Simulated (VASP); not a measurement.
Computed with PBE GGA, VASP's PBE PAW potentials (set 64) (plane waves; VASP).

The input files of a VASP run:

### KPOINTS
```
Automatic mesh
0
Gamma
12 12 9
0 0 0
```

INCAR:
```
SYSTEM = FePt
PREC = Accurate
ENCUT = 400
EDIFF = 1E-6
NELM = 100
ALGO = Normal
LREAL = .FALSE.
LASPH = .TRUE.
ISMEAR = 1
SIGMA = 0.1
GGA = PE
LMAXMIX = 6
ISPIN = 1
LORBIT = 10
LWAVE = .FALSE.
LCHARG = .FALSE.
ISIF = 2
```

POSCAR:
```
FePt
1.0
  2.7200000000   0.0000000000   0.0000000000
  0.0000000000   2.7200000000   0.0000000000
  0.0000000000   0.0000000000   3.7100000000
Fe Pt
1 1
direct
  0.0000000000   0.0000000000   0.0000000000
  0.5000000000   0.5000000000   0.5000000000
```

POTCAR, in this order: Fe Pt (PBE.64 set). Program: vasp_std.

Output of the run:

**OUTCAR**
```
 ion  position               nearest neighbor table
   1  0.000  0.000  0.000-   2 2.67   2 2.67   2 2.67   2 2.67   2 2.67   2 2.67   2 2.67   2 2.67
  LATTYP: Found a simple tetragonal cell.
 ALAT       =     2.7200000000
 C/A-ratio  =     1.3639705882
 Subroutine PRICEL returns:
 Original cell was already a primitive cell.
 Subroutine GETGRP returns: Found 16 space group operations
The static configuration has the point symmetry D_4h.
The dynamic configuration has the point symmetry D_4h.
 Subroutine INISYM returns: Found 16 space group operations
 Subroutine IBZKPT returns following result:
 Found    140 irreducible k-points:

 Following reciprocal coordinates:
            Coordinates               Weight
  0.000000  0.000000  0.000000      1.000000
  0.083333  0.000000  0.000000      4.000000
  0.166667  0.000000  0.000000      4.000000
  0.250000  0.000000  0.000000      4.000000
  0.333333  0.000000  0.000000      4.000000
  0.416667  0.000000  0.000000      4.000000
  0.500000  0.000000  0.000000      2.000000
  0.083333  0.083333  0.000000      4.000000
  0.166667  0.083333  0.000000      8.000000
  0.250000  0.083333  0.000000      8.000000
  0.333333  0.083333  0.000000      8.000000
  0.416667  0.083333  0.000000      8.000000
  0.500000  0.083333  0.000000      4.000000
  0.166667  0.166667  0.000000      4.000000
  0.250000  0.166667  0.000000      8.000000
  0.333333  0.166667  0.000000      8.000000
  0.416667  0.166667  0.000000      8.000000
  0.500000  0.166667  0.000000      4.000000
  0.250000  0.250000  0.000000      4.000000
  0.333333  0.250000  0.000000      8.000000
  0.416667  0.250000  0.000000      8.000000
  0.500000  0.250000  0.000000      4.000000
  0.333333  0.333333  0.000000      4.000000
  0.416667  0.333333  0.000000      8.000000
  0.500000  0.333333  0.000000      4.000000
  0.416667  0.416667  0.000000      4.000000
  0.500000  0.416667  0.000000      4.000000
  0.500000  0.500000  0.000000      1.000000
  0.000000  0.000000  0.111111      2.000000
  0.083333  0.000000  0.111111      8.000000
  0.166667  0.000000  0.111111      8.000000
  0.250000  0.000000  0.111111      8.000000
  0.333333  0.000000  0.111111      8.000000
  0.416667  0.000000  0.111111      8.000000
  0.500000  0.000000  0.111111      4.000000
  0.083333  0.083333  0.111111      8.000000
  0.166667  0.083333  0.111111     16.000000
  0.250000  0.083333  0.111111     16.000000
  0.333333  0.083333  0.111111     16.000000
  0.416667  0.083333  0.111111     16.000000
   k-points           NKPTS =    140   k-points in BZ     NKDIM =    140   number of bands    NBANDS=     13
   number of dos      NEDOS =    301   number of ions     NIONS =      2
   total plane-waves  NPLWV =   7776
   dimension x,y,z NGX =    18 NGY =   18 NGZ =   24
   dimension x,y,z NGXF=    36 NGYF=   36 NGZF=   48
   ions per type =               1   1
   PREC   = accura    normal or accurate (medium, high low for compatibility)
   ISTART =      0    job   : 0-new  1-cont  2-samecut
   ICHARG =      2    charge: 1-file 2-atom 10-const
   ISPIN  =      1    spin polarized calculation?
   LNONCOLLINEAR =      F non collinear calculations
   LSORBIT =      F    spin-orbit coupling
   INIWAV =      1    electr: 0-lowe 1-rand  2-diag
   ENCUT  =  400.0 eV  29.40 Ry    5.42 a.u.   4.44  4.44  6.05*2*pi/ulx,y,z
   NELM   =    100;   NELMIN=  2; NELMDL= -5     # of ELM steps
   EDIFF  = 0.1E-05   stopping-criterion for ELM
   LREAL  =      F    real-space projection
   NLSPLINE    = F    spline interpolate recip. space projectors
   LMAXMIX     =    6 max onsite mixed and CHGCAR
...
```

### OSZICAR
```
       N       E                     dE             d eps       ncg     rms          rms(c)
DAV:   1     0.871961312071E+02    0.87196E+02   -0.77298E+03  3768   0.128E+03
DAV:   2    -0.114496641476E+02   -0.98646E+02   -0.90226E+02  3785   0.263E+02
DAV:   3    -0.158419492198E+02   -0.43923E+01   -0.40414E+01  4447   0.647E+01
DAV:   4    -0.159182304180E+02   -0.76281E-01   -0.75390E-01  4128   0.715E+00
DAV:   5    -0.159196852085E+02   -0.14548E-02   -0.14546E-02  4548   0.118E+00    0.154E+01
DAV:   6    -0.172784986246E+02   -0.13588E+01   -0.17424E+01  3919   0.876E+01    0.220E+01
DAV:   7    -0.143924043559E+02    0.28861E+01   -0.14746E+01  4697   0.943E+01    0.856E+00
DAV:   8    -0.141118173118E+02    0.28059E+00   -0.52353E-01  4811   0.128E+01    0.257E+00
DAV:   9    -0.140719312386E+02    0.39886E-01   -0.51583E-02  4822   0.482E+00    0.647E-01
DAV:  10    -0.140697841135E+02    0.21471E-02   -0.18690E-03  3920   0.537E-01    0.262E-01
DAV:  11    -0.140693520590E+02    0.43205E-03   -0.45967E-04  5521   0.385E-01    0.657E-02
DAV:  12    -0.140693521693E+02   -0.11024E-06   -0.20191E-05  3955   0.508E-02    0.187E-02
DAV:  13    -0.140693523273E+02   -0.15802E-06   -0.23287E-06  3500   0.383E-02
   1 F= -.14069352E+02 E0= -.14069671E+02  d E =0.955108E-03
```

**OUTCAR**
```
------------------------ aborting loop because EDIFF is reached ----------------------------------------
  FORCE on cell =-STRESS in cart. coord.  units (eV):
  Direction    XX          YY          ZZ          XY          YZ          ZX
  --------------------------------------------------------------------------------------
  Total       -2.3822642     -2.3822642     -1.7950035      0.0000000      0.0000000      0.0000000
  in kB     -139.0556980   -139.0556980   -104.7765643      0.0000000      0.0000000      0.0000000
  external PRESSURE =    -127.6293201 kB  Pullay stress =       0.0000000 kB
  volume of cell :       27.45
      direct lattice vectors                 reciprocal lattice vectors
     2.720000000  0.000000000  0.000000000     0.367647059  0.000000000  0.000000000
     0.000000000  2.720000000  0.000000000     0.000000000  0.367647059  0.000000000
     0.000000000  0.000000000  3.710000000     0.000000000  0.000000000  0.269541779
 POSITION                                       TOTAL-FORCE (eV/Angst)
 -----------------------------------------------------------------------------------
      0.00000      0.00000      0.00000         0.000000      0.000000      0.000000
      1.36000      1.36000      1.85500         0.000000      0.000000      0.000000
 -----------------------------------------------------------------------------------
    total drift:                                0.000000     -0.000000     -0.000000
  FREE ENERGIE OF THE ION-ELECTRON SYSTEM (eV)
  ---------------------------------------------------
  free  energy   TOTEN  =       -14.0693523273 eV

  energy  without entropy=      -14.0703074357  energy(sigma->0) =      -14.06967070

 total charge

# of ion       s       p       d       tot
------------------------------------------
    1        0.397   0.436   6.238   7.072
    2        0.716   0.678   7.945   9.339
--------------------------------------------------
tot          1.113   1.114  14.184  16.411
```
(Selected blocks of OUTCAR.)

The compound is FePt in the L1_0 structure. The cell was not relaxed at this level. The run is one of a series of settings (ISPIN = 1, the spin start removed against the base run), some of them coarse on purpose. The run is not spin-polarised, so no magnetic state was tried.
